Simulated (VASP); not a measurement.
A convergence study with VASP on TiAl (L1_0): one setting is varied, all else stays as given below, so the limit is that of these other settings.

```xyz
2
Lattice="2.8300 0.0000 0.0000 0.0000 2.8300 0.0000 0.0000 0.0000 4.0700" Properties=species:S:1:pos:R:3 pbc="T T T"
Ti     0.0000     0.0000     0.0000
Al     1.4150     1.4150     2.0350
```

Level of theory: PBE GGA, VASP's PBE PAW potentials (set 64) (plane waves; VASP 6.6.1). The tightest run used: 550 eV cut-off, 18×18×13 Monkhorst-Pack mesh, first-order Methfessel-Paxton smearing of 0.10 eV, potentials Ti_sv Al.

| setting | E (eV/atom) | pressure (GPa) | irreducible k-points |
|---|---|---|---|
| 1×1×1 mesh | -7.8267 | -2.47 | 1 |
| 2×2×1 mesh | -5.0882 | 0.64 | 1 |
| 3×3×2 mesh | -6.1734 | -1.79 | 3 |
| 4×4×3 mesh | -6.1899 | 0.10 | 6 |
| 5×5×4 mesh | -6.1850 | -0.60 | 12 |
| 6×6×4 mesh | -6.2025 | -0.70 | 12 |
| 7×7×5 mesh | -6.1923 | -0.51 | 30 |
| 8×8×6 mesh | -6.1979 | -0.47 | 30 |

These are the cheaper rows. Estimate the results at 18×18×13 mesh, and how far the last row shown lies from them.

```tsv
quantity	tightest run	last row shown is off by
E (eV/atom)	-6.1959	-0.0020
pressure (GPa)	-0.51	0.04
```

Left out are rungs that failed or repeat a setting and relaxations that didn't move; long series are thinned to 24 rows.

The compound is TiAl in the L1_0 structure. The cell was not relaxed at this level. The electron count is odd and the run is not spin-polarised, which forces a metal.
